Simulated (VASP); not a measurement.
# C₂HSeF: harmonic vibrations of a molecule

C₂HSeF, molecule in box, 5 atoms in the cell. PBE, harmonic vibrations; PAW potentials F, C, Se, H (PBE set).

## Input

INCAR.step1:
```
SYSTEM = HC2SeF
  ALGO = Normal
  EDIFF = 1E-8
  EDIFFG = -0.002
  ENCUT = 400
  IBRION = 2
  ISIF = 2
  ISMEAR = 0
  ISYM = 0
  LASPH = .TRUE.
  LCHARG = .FALSE.
  LREAL = .FALSE.
  LWAVE = .FALSE.
  NELM = 100
  NSW = 60
  POTIM = 0.5
  PREC = Accurate
  SIGMA = 0.01
```

INCAR.step2, as INCAR.step1 but for:
```
- EDIFFG = -0.002
- IBRION = 2
- ISIF = 2
- NSW = 60
- POTIM = 0.5
+ IBRION = 5
+ NFREE = 2
+ NSW = 1
+ POTIM = 0.015
```

KPOINTS:
```
k-points
0
Gamma
  1 1 1
```

POSCAR.step1:
```
HC2SeF
1.0
   12.0000000000      0.0000000000      0.0000000000
    0.0000000000     12.0000000000      0.0000000000
    0.0000000000      0.0000000000     12.0000000000
F C Se H
1 2 1 1
Direct
    0.4653000000      0.3897041700      0.6040250000
    0.4761833300      0.4698125000      0.5325666700
    0.5336500000      0.5544291700      0.5043500000
    0.4020583300      0.5227291700      0.4016416700
    0.6001083300      0.6137958300      0.5114166700
```

Commands (each step's output is kept before the next begins):
```
cat potpaw_PBE.64/F/POTCAR potpaw_PBE.64/C/POTCAR potpaw_PBE.64/Se/POTCAR potpaw_PBE.64/H/POTCAR > POTCAR
cp INCAR.step1 INCAR
cp POSCAR.step1 POSCAR
mpirun -np 4 vasp_gam > vasp.out
cp CONTCAR POSCAR
cp INCAR.step2 INCAR
mpirun -np 4 vasp_gam > vasp.out
```

## Result

- Vibrations (cm⁻¹; a negative value is imaginary): 3271, 1820, 1021, 793, 609, 538, 444, 344, 251
- Zero-point energy (eV): 0.564
- Translations and rotations, which should read zero (cm⁻¹): -22, -9, -6, 2, 4, 23
- Vibrational entropy at 298 K (meV/K): 0.218
- Displaced cells: 30
- Ionic steps, all stages: 52
- Electronic steps, all stages: 903

VASP 6.6.1 took 1816 s on 4 cores (Intel Xeon Platinum 8175M @ 2.50GHz (Skylake/Cascade Lake)), a shared host.
